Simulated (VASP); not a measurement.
# SiB2 (R3m) in VASP: a series of runs, part 2 of 2

VASP 6.6.1. The steps go on from the part before.

## Step 3: Equation of state, PBE, 10.36 Å³/atom (volume scaled by 0.97)

Contents of INCAR:

```
  PREC = Accurate
  ENCUT = 520
  EDIFF = 1E-6
  ISMEAR = 0
  SIGMA = 0.1
  LREAL = False
  LASPH = True
  NELM = 100
  ALGO = Normal
  ISIF = 4
  LWAVE = False
  LCHARG = False
  GGA = PE
  IBRION = 2
  NSW = 30
  EDIFFG = -0.02
  KPAR = 4
```

Contents of KPOINTS:

```
regular mesh
0
Gamma
  6 6 6
```

Contents of POSCAR:

```
SiB2
1.0
    3.1606957746      1.8248280198      4.4925940372
   -3.1606957746      1.8248280198      4.4925940372
    0.0000000000     -3.6496570294      4.4925940372
Si B
5 10
Direct
    0.7325760000      0.7325760000      0.7325760000
    0.3414220000      0.3414220000      0.3414220000
    0.7237610000      0.1862260000      0.7237610000
    0.7237610000      0.7237610000      0.1862260000
    0.1862260000      0.7237610000      0.7237610000
    0.8758880000      0.3328910000      0.8758880000
    0.3328910000      0.8758880000      0.8758880000
    0.8758880000      0.8758880000      0.3328910000
    0.1366360000      0.6610290000      0.1366360000
    0.1366360000      0.1366360000      0.6610290000
    0.6610290000      0.1366360000      0.1366360000
    0.4935340000      0.4935340000      0.4935340000
    0.1810760000      0.1810760000      0.9186250000
    0.9186250000      0.1810760000      0.1810760000
    0.1810760000      0.9186250000      0.1810760000
```

Potentials or basis: VASP PAW PBE potentials, release 64 (Si, B).

The run is started by

```bash
$ cat potpaw_PBE.64/Si/POTCAR potpaw_PBE.64/B/POTCAR > POTCAR
$ mpirun -np 4 vasp_std > vasp.out
```

Wall time 6.8 min (4 MPI ranks of AMD EPYC 7R43 (Zen 3), shared host); peak memory 0.35 GiB.

Results (log left out):

* Free energy: -87.9348 eV
* Pressure: 2.9 GPa
* Largest force: 0.018 eV/Å
* Band gap on the k mesh: none (metal or under the smearing width)

## Step 4: Equation of state, PBE, 11.01 Å³/atom (volume scaled by 1.03)

INCAR is that of step 3.

KPOINTS is that of step 3.

POSCAR, as its differences from that of step 3:

```diff
@@ -2,5 +2,5 @@
 1.0
-    3.1606957746      1.8248280198      4.4925940372
-   -3.1606957746      1.8248280198      4.4925940372
-    0.0000000000     -3.6496570294      4.4925940372
+    3.2245654224      1.8617031673      4.5833779720
+   -3.2245654224      1.8617031673      4.5833779720
+    0.0000000000     -3.7234073445      4.5833779720
 Si B
```

The run is started by

```bash
$ cat potpaw_PBE.64/Si/POTCAR potpaw_PBE.64/B/POTCAR > POTCAR
$ mpirun -np 4 vasp_std > vasp.out
```

Run time: 6.9 min. Hardware: 4 MPI ranks of AMD EPYC 7R43 (Zen 3), shared host; peak memory 0.37 GiB.

The run converged. Its results:

- Free energy: -87.9428 eV
- Pressure: -2.5 GPa
- Largest force: 0.017 eV/Å
- Band gap on the k mesh: none (metal or under the smearing width)

## Step 5: Equation of state, PBE, 10.04 Å³/atom (volume scaled by 0.94)

INCAR is that of step 4.

KPOINTS is that of step 4.

POSCAR, as its differences from that of step 4:

```diff
@@ -2,5 +2,5 @@
 1.0
-    3.2245654224      1.8617031673      4.5833779720
-   -3.2245654224      1.8617031673      4.5833779720
-    0.0000000000     -3.7234073445      4.5833779720
+    3.1277694658      1.8058180121      4.4457927792
+   -3.1277694658      1.8058180121      4.4457927792
+    0.0000000000     -3.6116370038      4.4457927792
 Si B
```

The run is started by

```bash
$ cat potpaw_PBE.64/Si/POTCAR potpaw_PBE.64/B/POTCAR > POTCAR
$ mpirun -np 4 vasp_std > vasp.out
```

Wall time 10 min (4 MPI ranks of AMD EPYC 7R43 (Zen 3), shared host); peak memory 0.36 GiB.

It converged, with:

```
Free energy            : -87.7961 eV
Pressure               : 6.3 GPa
Largest force          : 0.016 eV/Å
Band gap on the k mesh : none (metal or under the smearing width)
```

## Step 6: Equation of state, PBE, 11.33 Å³/atom (volume scaled by 1.06)

INCAR is that of step 5.

KPOINTS is that of step 5.

POSCAR, as its differences from that of step 5:

```diff
@@ -2,5 +2,5 @@
 1.0
-    3.1277694658      1.8058180121      4.4457927792
-   -3.1277694658      1.8058180121      4.4457927792
-    0.0000000000     -3.6116370038      4.4457927792
+    3.2555727614      1.8796052575      4.6274516178
+   -3.2555727614      1.8796052575      4.6274516178
+    0.0000000000     -3.7592115346      4.6274516178
 Si B
```

Potentials or basis: VASP PAW PBE potentials, release 64 (Si, B).

The run is started by

```bash
$ cat potpaw_PBE.64/Si/POTCAR potpaw_PBE.64/B/POTCAR > POTCAR
$ mpirun -np 4 vasp_std > vasp.out
```

It took 8.2 min on 4 MPI ranks of AMD EPYC 7R43 (Zen 3), shared host; peak memory 0.38 GiB.

The run converged. Its results:

```
Free energy            : -87.8372 eV
Pressure               : -4.6 GPa
Largest force          : 0.018 eV/Å
Band gap on the k mesh : none (metal or under the smearing width)
```

## Step 7: Equation of state, PBE, 9.72 Å³/atom (volume scaled by 0.91)

INCAR is that of step 6.

KPOINTS is that of step 6.

POSCAR, as its differences from that of step 6:

```diff
@@ -2,5 +2,5 @@
 1.0
-    3.2555727614      1.8796052575      4.6274516178
-   -3.2555727614      1.8796052575      4.6274516178
-    0.0000000000     -3.7592115346      4.6274516178
+    3.0941349293      1.7863991091      4.3979848506
+   -3.0941349293      1.7863991091      4.3979848506
+    0.0000000000     -3.5727991873      4.3979848506
 Si B
```

The run is started by

```bash
$ cat potpaw_PBE.64/Si/POTCAR potpaw_PBE.64/B/POTCAR > POTCAR
$ mpirun -np 4 vasp_std > vasp.out
```

It took 9.4 min on 4 MPI ranks of AMD EPYC 7R43 (Zen 3), shared host; peak memory 0.29 GiB.

Results (log left out):

- Free energy: -87.5485 eV
- Pressure: 10.1 GPa
- Largest force: 0.010 eV/Å
- Band gap on the k mesh: none (metal or under the smearing width)

## Step 8: Equation of state, PBE, 11.65 Å³/atom (volume scaled by 1.09)

INCAR is that of step 7.

KPOINTS is that of step 7.

POSCAR, as its differences from that of step 7:

```diff
@@ -2,5 +2,5 @@
 1.0
-    3.0941349293      1.7863991091      4.3979848506
-   -3.0941349293      1.7863991091      4.3979848506
-    0.0000000000     -3.5727991873      4.3979848506
+    3.2860004386      1.8971726800      4.6707013360
+   -3.2860004386      1.8971726800      4.6707013360
+    0.0000000000     -3.7943463891      4.6707013360
 Si B
```

The run is started by

```bash
$ cat potpaw_PBE.64/Si/POTCAR potpaw_PBE.64/B/POTCAR > POTCAR
$ mpirun -np 4 vasp_std > vasp.out
```

Wall time 11 min (4 MPI ranks of AMD EPYC 7R43 (Zen 3), shared host); peak memory 0.38 GiB.

It converged, with:

```yaml
Free_energy: -87.6732 eV
Pressure: -6.4 GPa
Largest_force: 0.015 eV/Å
Band_gap_on_the_k_mesh: none (metal or under the smearing width)
```
